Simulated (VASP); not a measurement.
**Li₂IF in VASP 6.6.1, single-point calculation**

INCAR

```
IBRION = -1
NSW = 0
ISMEAR = 1
EDIFF = 1E-7
LREAL = .FALSE.
LWAVE = .FALSE.
NELM = 79
ISIF = 2
GGA = PE
SIGMA = 2
LASPH = .TRUE.
NBANDS = 18
LCHARG = .FALSE.
PREC = Accurate
ENCUT = 520
```

KPOINTS

```
KPOINTS created by Atomic Simulation Environment
0
Gamma
6 6 6
0 0 0
```

POSCAR

```
F  Li I
 1.0000000000000000
     3.8884201255000002    0.0521048297000000    0.0000000000000000
     0.0521048297000000    3.8884201255000002    0.0000000000000000
     0.0000000000000000    0.0000000000000000    5.1775285783999996
 F   Li  I
   1   2   1
Cartesian
  0.0000000000000000  0.0000000000000000  0.0000000000000000
  0.0000000000000000  0.0000000000000000  2.5887642892000002
  1.9702624776000002  1.9702624776000002  0.0000000000000000
  1.9702624776000002  1.9702624776000002  2.5887642892000002
```

The recommended PBE PAW datasets give the neutral cell 20 valence electrons.

Command

```
mpirun -np 1 vasp_std
```

How does this run end, and what does it give?

It converged. Results: gap between bands v and c on the k mesh 4.30 eV; least direct gap on the k mesh 4.30 eV; pressure -0.5 GPa. Band v is the last that the valence electrons fill when counted band by band, and c is the next.

OSZICAR

```
N       E                     dE             d eps       ncg     rms          rms(c)
DAV:   1     0.106827106219E+03    0.10683E+03   -0.85098E+03  1872   0.105E+03
DAV:   2    -0.285473749272E+01   -0.10968E+03   -0.10494E+03  2284   0.231E+02
DAV:   3    -0.144037090265E+02   -0.11549E+02   -0.11470E+02  3558   0.573E+01
DAV:   4    -0.147555577676E+02   -0.35185E+00   -0.35112E+00  2412   0.114E+01
DAV:   5    -0.147704589069E+02   -0.14901E-01   -0.14898E-01  2780   0.183E+00    0.643E+00
DAV:   6    -0.134129954657E+02    0.13575E+01   -0.33408E+00  2042   0.124E+01    0.286E+00
DAV:   7    -0.133576214611E+02    0.55374E-01   -0.14190E-01  2276   0.228E+00    0.181E+00
DAV:   8    -0.133461862419E+02    0.11435E-01   -0.11972E-01  2304   0.252E+00    0.539E-01
DAV:   9    -0.133511627207E+02   -0.49765E-02   -0.47535E-02  2508   0.155E+00    0.459E-01
DAV:  10    -0.133467818336E+02    0.43809E-02   -0.69361E-03  2324   0.516E-01    0.282E-01
DAV:  11    -0.133458818290E+02    0.90000E-03   -0.73977E-03  2250   0.577E-01    0.107E-01
DAV:  12    -0.133457564746E+02    0.12535E-03   -0.11549E-03  2156   0.191E-01    0.686E-02
DAV:  13    -0.133458310019E+02   -0.74527E-04   -0.11097E-04  2172   0.683E-02    0.699E-02
DAV:  14    -0.133457609686E+02    0.70033E-04   -0.26563E-04  2310   0.109E-01    0.143E-02
DAV:  15    -0.133457616845E+02   -0.71588E-06   -0.22819E-05  2084   0.257E-02    0.142E-02
DAV:  16    -0.133457605165E+02    0.11680E-05   -0.24708E-06  2396   0.987E-03    0.561E-03
DAV:  17    -0.133457604392E+02    0.77231E-07   -0.45717E-07  2278   0.447E-03
   1 F= -.13345760E+02 E0= -.13599387E+02  d E =0.760880E+00
```

These settings aren't sound, so the numbers aren't properties of the crystal.

The fault: smearing far too wide.

On sound settings PBE gives a gap of 4.23 eV on its mesh and a pressure of 0.4 GPa for the intended cell. This run's energy (σ→0) differs from it by 57 meV an atom.
